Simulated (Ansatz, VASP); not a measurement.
# Hf (Hafnium): VASP beside Ansatz, part 2 of 2

Wanted: the spread between two codes on one cell, functional and k mesh. The cell is taken from a series of runs on this material, whose earlier steps may have relaxed, scaled, displaced or heated it; both programs get it as it stands.

VASP 6.6.1 and Ansatz 0.2.0.

So far: Set-up; Ansatz: zone-centre phonons, LDA; VASP: zone-centre phonons, LDA.

### 3. VASP: zone-centre phonons, LDA (continued)

Level of this step: LDA; plane waves and PAW (Hf_pv) (VASP).

Numbers of over 12 decimals in the logs are rounded to 6 here.

OUTCAR, selected parts (step 3):

```text
ion  position               nearest neighbor table
   1  0.333  0.667  0.250-   2 3.09   2 3.09   2 3.09   2 3.09   2 3.09   2 3.09
   2  0.667  0.333  0.750-   1 3.09   1 3.09   1 3.09   1 3.09   1 3.09   1 3.09

  LATTYP: Found a hexagonal cell.
 ALAT       =     2.9957881448
 C/A-ratio  =     1.7078924164

 Subroutine GETGRP returns: Found 24 space group operations
 (whereof 12 operations were pure point group operations)

The static configuration has the point symmetry D_3d.
 The point group associated with its full space group is D_6h.

 Found    135 irreducible k-points:

   k-points           NKPTS =    135   k-points in BZ     NKDIM =    135   number of bands    NBANDS=     16

   dimension x,y,z NGX =    24 NGY =   24 NGZ =   40
   dimension x,y,z NGXF=    48 NGYF=   48 NGZF=   80

   ENCUT  =  500.0 eV  36.75 Ry    6.06 a.u.   5.46  5.46  9.33*2*pi/ulx,y,z

   NELECT =      20.0000    total number of electrons

 k-points in reciprocal lattice and weights: Automatic mesh
   0.00000000  0.00000000  0.00000000       0.001
   0.06666667  0.00000000  0.00000000       0.003
   0.13333333 -0.00000000  0.00000000       0.003
   0.20000000 -0.00000000  0.00000000       0.003
   0.26666667 -0.00000000  0.00000000       0.003
   0.33333333 -0.00000000  0.00000000       0.003
   0.40000000 -0.00000000  0.00000000       0.003
   0.46666667 -0.00000000  0.00000000       0.003
   0.06666667  0.06666667  0.00000000       0.003
[...]
0.33333333  0.26666667  0.50000000       0.007
   0.33333333  0.33333333  0.50000000       0.001

 average (electrostatic) potential at core
       1 -36.4230       2 -36.4230

  Total        2.1086176      2.1086176      0.0326887      0.0000000      0.0000000      0.0000000
  in kB       84.9540285     84.9540285      1.3169934      0.0000000      0.0000000      0.0000000
  external PRESSURE =      57.0750168 kB  Pullay stress =       0.0000000 kB

  energy-cutoff  :      500.00
  volume of cell :       39.77
      direct lattice vectors                 reciprocal lattice vectors
     2.995788145  0.000000000  0.000000000     0.333801975  0.192720660  0.000000000
    -1.497894072  2.594428638  0.000000000     0.000000000  0.385441320  0.000000000
     0.000000000  0.000000000  5.116483854     0.000000000  0.000000000  0.195446723

 POSITION                                       TOTAL-FORCE (eV/Angst)
 -----------------------------------------------------------------------------------
     -0.00000      1.72962      1.27912         0.000000     -0.000000      0.000000
      1.49789      0.86481      3.83736        -0.000000      0.000000      0.000000
 -----------------------------------------------------------------------------------
    total drift:                                0.000000     -0.000000      0.000000

 Eigenvectors and eigenvalues of the dynamical matrix
 ----------------------------------------------------

   1 f  =    3.945180 THz    24.788298 2PiTHz  131.597043 cm-1    16.315947 meV
             X         Y         Z           dx          dy          dz
     -0.000000  1.729619  1.279121     0.000000    0.000000    0.707107
      1.497894  0.864810  3.837363    -0.000000   -0.000000   -0.707107

   2 f  =    1.730637 THz    10.873911 2PiTHz   57.727824 cm-1     7.157335 meV
             X         Y         Z           dx          dy          dz
     -0.000000  1.729619  1.279121     0.000001    0.707107    0.000000
      1.497894  0.864810  3.837363    -0.000001   -0.707107    0.000000

   3 f  =    1.730637 THz    10.873911 2PiTHz   57.727824 cm-1     7.157335 meV
             X         Y         Z           dx          dy          dz
     -0.000000  1.729619  1.279121     0.707107   -0.000001   -0.000000
      1.497894  0.864810  3.837363    -0.707107    0.000001   -0.000000

   4 f  =    0.000000 THz     0.000000 2PiTHz    0.000001 cm-1     0.000000 meV
             X         Y         Z           dx          dy          dz
     -0.000000  1.729619  1.279121     0.695000   -0.103503    0.079133
      1.497894  0.864810  3.837363     0.695000   -0.103503    0.079133

   5 f  =    0.000000 THz     0.000000 2PiTHz    0.000000 cm-1     0.000000 meV
             X         Y         Z           dx          dy          dz
     -0.000000  1.729619  1.279121     0.119959    0.340757   -0.607861
      1.497894  0.864810  3.837363     0.119959    0.340757   -0.607861

   6 f/i=    0.000000 THz     0.000000 2PiTHz    0.000001 cm-1     0.000000 meV
             X         Y         Z           dx          dy          dz
     -0.000000  1.729619  1.279121    -0.050842   -0.610878   -0.352482
      1.497894  0.864810  3.837363    -0.050842   -0.610878   -0.352482

 ELASTIC MODULI CONTR FROM IONIC RELAXATION (kBar)
 Direction    XX          YY          ZZ          XY          YZ          ZX
 --------------------------------------------------------------------------------
 XX        -155.2365    155.2365     -0.0000      0.0000     -0.0000      0.0000
 YY         155.2365   -155.2365      0.0000     -0.0000      0.0000      0.0000
 ZZ          -0.0000      0.0000     -0.0000      0.0000     -0.0000      0.0000
 XY           0.0000     -0.0000      0.0000   -155.2365      0.0000      0.0000
 YZ          -0.0000      0.0000     -0.0000      0.0000     -0.0000      0.0000
 ZX           0.0000      0.0000      0.0000      0.0000      0.0000      0.0000
 --------------------------------------------------------------------------------
```

### 4. Side by side

Known differences besides the potentials themselves: the two LDA forms differ slightly; the data sets hold 52 valence electrons in Ansatz (on its PAW soft_1 files) and 20 in VASP; the cutoff is 420 eV in Ansatz and 500 eV in VASP; VASP's log shows a relativistic correction to its local exchange, Ansatz's none. Total energies have different zeros and are not compared.

The two programs side by side:

```tsv
quantity	Ansatz	VASP	difference
optical mode 1 to 2 (cm⁻¹)	58.1	57.7	+0.73 %
optical mode 3 (cm⁻¹)	131.9	131.6	+0.27 %
```

Modes are paired by rising frequency, not by their patterns, so a pair may set unlike modes beside each other; they are those without the splitting of longitudinal modes.

### 5. What came out

| Property | Result |
| --- | --- |
| r.m.s. difference of the optical zone-centre modes, each program's sorted by frequency (zone-centre phonons, LDA) | 0.40 cm⁻¹ |
| difference in optical mode 1 to 2 (zone-centre phonons, LDA) | +0.7 % |

In words: The r.m.s. difference of the optical zone-centre modes, each program's sorted by frequency is 0.40 cm⁻¹ (zone-centre phonons, LDA). The data sets hold unlike numbers of valence electrons (52 in Ansatz and 20 in VASP), so part of the differences comes from the potentials. Among the rows given in per cent, the largest difference of the zone-centre phonons, LDA pair is in optical mode 1 to 2, +0.7 %. Such differences can come from data sets, numerical settings and the points named under the comparisons, not from the functional's error against experiment.

[Lines on the potential files, build, host, timing and source positions are cut from VASP's logs without a mark.]

[Logs are printed without paths, hosts, clocks, repeated set-up lines and the standing remarks that a program may print on its own settings, such as how far it seeks lower states.]

[Hosts, paths, dates, database ids (printed as entryN), source tags and the programs' standing remarks are cut or masked in the printed files.]
